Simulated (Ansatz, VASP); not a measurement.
# Ge (Germanium) in two plane-wave programs, part 3 of 3

Aim: how closely do two programs agree when they are given the same cell, functional and k mesh? The structure shown is the start of the Ansatz relaxation below; VASP solves that cell, so the two are compared at the walk's first step.

VASP 6.6.1 and Ansatz 0.2.0.

So far: The structure; Ansatz: relaxation, r2SCAN; VASP: single point, r2SCAN, start cell.

**3. VASP: single point, r2SCAN, start cell (continued)**

Level of this step: r2SCAN; plane waves and PAW (Ge_d) (VASP).

Numbers of over 12 decimals in the logs are rounded to 6 here.

From OUTCAR (step 3):

```text
ion  position               nearest neighbor table
   1  0.499  0.499  0.499-   2 2.46   2 2.51   2 2.51   2 2.51
   2  0.751  0.751  0.751-   1 2.46   1 2.51   1 2.51   1 2.51

  LATTYP: Found a trigonal (rhomboedric) cell.
 ALAT       =     4.0361715333
 COS(alpha) =     0.4758814676

 Subroutine GETGRP returns: Found 12 space group operations
 (whereof  6 operations were pure point group operations)

The static configuration has the point symmetry C_3v.
 The point group associated with its full space group is D_3d.

   k-points           NKPTS =   1728   k-points in BZ     NKDIM =   1728   number of bands    NBANDS=     20

   dimension x,y,z NGX =    28 NGY =   28 NGZ =   28
   dimension x,y,z NGXF=    56 NGYF=   56 NGZF=   56

   ENCUT  =  450.0 eV  33.07 Ry    5.75 a.u.   6.98  6.98  6.98*2*pi/ulx,y,z

   NELECT =      28.0000    total number of electrons

 k-points in reciprocal lattice and weights: Points of the shifted mesh
   0.04166667  0.04166667  0.04166667       0.001
   0.04166667  0.04166667  0.12500000       0.001
   0.04166667  0.04166667  0.20833333       0.001
   0.04166667  0.04166667  0.29166667       0.001
   0.04166667  0.04166667  0.37500000       0.001
   0.04166667  0.04166667  0.45833333       0.001
   0.04166667  0.04166667  0.54166667       0.001
   0.04166667  0.04166667  0.62500000       0.001
   0.04166667  0.04166667  0.70833333       0.001
[...]
0.95833333  0.95833333  0.87500000       0.001
   0.95833333  0.95833333  0.95833333       0.001

 average (electrostatic) potential at core
       1 -79.9829       2 -79.9829

 E-fermi :   4.1255

 k-point     1 :       0.0417    0.0417    0.0417
  band No.  band energies     occupation
    ...
     10     -20.9615      2.00000
     11      -8.5990      2.00000
     12       3.4678      2.00000
     13       4.1060      1.83338
     14       4.1060      1.83337
     15       4.7038      0.00000
     16       6.8421      0.00000
     17       6.8421      0.00000
     18       7.3080      0.00000
     19      11.2605      0.00000
    ...

 k-point     2 :       0.0417    0.0417    0.1250
  band No.  band energies     occupation
    ...
     10     -20.9552      2.00000
     11      -8.4871      2.00000
     12       2.1965      2.00000
     13       3.8322      2.00000
     14       4.0482      2.00000
     15       5.2369      0.00000
     16       6.9506      0.00000
     17       7.2048      0.00000
     18       7.8383      0.00000
     19      11.7903      0.00000
    ...

 k-point     3 :       0.0417    0.0417    0.2083
  band No.  band energies     occupation
    ...
     10     -20.9484      2.00000
     11      -8.2155      2.00000
     12       0.6273      2.00000
     13       3.4535      2.00000
     14       3.7612      2.00000
     15       5.3019      0.00000
     16       7.3645      0.00000
     17       7.7639      0.00000
     18       8.9214      0.00000
     19      12.4752      0.00000
    ...

  Total       -0.9793603     -0.9793603     -0.9793603      0.4561921      0.4561921      0.4561921
  in kB      -32.5912638    -32.5912638    -32.5912638     15.1812129     15.1812129     15.1812129
  external PRESSURE =     -32.5912638 kB  Pullay stress =       0.0000000 kB

  energy-cutoff  :      450.00
  volume of cell :       48.15
      direct lattice vectors                 reciprocal lattice vectors
    -0.068434000  2.853594000  2.853594000    -0.169037331  0.173190738  0.173190738
     2.853594000 -0.068434000  2.853594000     0.173190738 -0.169037331  0.173190738
     2.853594000  2.853594000 -0.068434000     0.173190738  0.173190738 -0.169037331

 POSITION                                       TOTAL-FORCE (eV/Angst)
 -----------------------------------------------------------------------------------
      2.81355      2.81355      2.81355        -0.042013     -0.042013     -0.042013
      4.23489      4.23489      4.23489         0.042013      0.042013      0.042013
 -----------------------------------------------------------------------------------
    total drift:                               -0.000000     -0.000000     -0.000000

  FREE ENERGIE OF THE ION-ELECTRON SYSTEM (eV)
  ---------------------------------------------------
  free  energy   TOTEN  =       -27.7009601433 eV

  energy  without entropy=      -27.7009418337  energy(sigma->0) =      -27.70095099

 total charge
# of ion       s       p       d       tot
------------------------------------------
    1        1.110   1.227  10.014  12.351
    2        1.110   1.227  10.014  12.351
--------------------------------------------------
tot          2.221   2.455  20.027  24.703

[... 3 further parts left out ...]
```

The gap is under twice the smearing width, so the edge states are partly filled and the run can't tell a small gap from a semimetal.

**4. Comparison**

Known differences besides the potentials themselves: VASP keeps PBE cores, Ansatz makes them for the functional; the cutoff is 500 eV in Ansatz and 450 eV in VASP. Total energies have different zeros and are not compared.

Forces (eV/Å; atoms numbered as in POSCAR):

```csv
atom,"Ansatz x, y, z","VASP x, y, z"
Ge1,"-0.043, -0.043, -0.043","-0.042, -0.042, -0.042"
Ge2,"0.043, 0.043, 0.043","0.042, 0.042, 0.042"
```

The forces differ by 0.6 meV/Å r.m.s., which is 1.5 % of the r.m.s. force of 0.042 eV/Å (both taken over all components).

**5. What came out**

```yaml
r_m_s_force_difference_single_point_r2scan_start_cell: 0.63 meV/Å
```

In words: The r.m.s. force difference is 0.63 meV/Å (single point, r2SCAN, start cell), within the 12 meV/Å picked in this series as the mark of a large difference. How closely two codes agree says nothing of how well the functional describes the real material.

[Lines on the potential files, build, host, timing and source positions are cut from VASP's logs without a mark.]

[Logs are printed without paths, hosts, clocks, repeated set-up lines and the standing remarks that a program may print on its own settings, such as how far it seeks lower states.]

[Hosts, paths, dates, database ids (printed as entryN), source tags and the programs' standing remarks are cut or masked in the printed files.]
